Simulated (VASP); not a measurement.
A run of VASP 6.6.1 is set up as follows.

The input INCAR:

```
PREC     = Accurate       # precision mode
ENCUT    = 600            # plane-wave cutoff, eV
EDIFF    = 1E-6           # SCF threshold, eV
ISMEAR   = -1             # smearing method
SIGMA    = 0.05           # smearing width, eV
LREAL    = False          # projectors in reciprocal space
LASPH    = True           # aspherical terms in the spheres
NELM     = 100            # most SCF steps
ALGO     = Fast           # electronic algorithm
ISIF     = 3              # what is computed and relaxed
LWAVE    = False          # write WAVECAR
LCHARG   = False          # write CHGCAR
GGA      = PS             # functional
IBRION   = 2              # ionic algorithm
NSW      = 40             # ionic steps
EDIFFG   = -0.02          # ionic threshold
```

KPOINTS

```
Automatic mesh
0
Gamma
  10 10 8
```

File POSCAR:

```
GaB
1.0
    2.7182400000      0.0000000000      0.0000000000
    0.0000000000      2.7182400000      0.0000000000
    0.0000000000      0.0000000000      3.2362100000
Ga B
1 1
Direct
    0.5000000000      0.5000000000      0.5000000000
    0.0000000000      0.0000000000      0.0000000000
```

Potentials or basis: VASP PAW PBE potentials, release 64 (Ga_d, B).

Run with:

```bash
$ cat potpaw_PBE.64/Ga_d/POTCAR potpaw_PBE.64/B/POTCAR > POTCAR
$ mpirun -np 1 vasp_std > vasp.out
```

Q: Estimate the space group after relaxing (to 0.05 Å).

A: P4/mmm (No. 123).

Q: What does it give for the band gap on the k mesh?

A: None (metal or under the smearing width).

Step by step:
```tsv
step	energy change (eV)	largest force (eV/Å)	pressure (GPa)	volume (Å³)
1	0.0000	0.0000	-4.12	23.91
2	-0.0120	0.0000	0.71	22.86
3	-0.0122	0.0000	-0.07	23.00
4	-0.0122	0.0000	0.08	22.98
5	-0.0125	0.0000	0.10	22.97
6	-0.0129	0.0000	0.06	22.92
```

Caveat: the PAW data sets were made with another functional, which shifts forces and pressure a little.
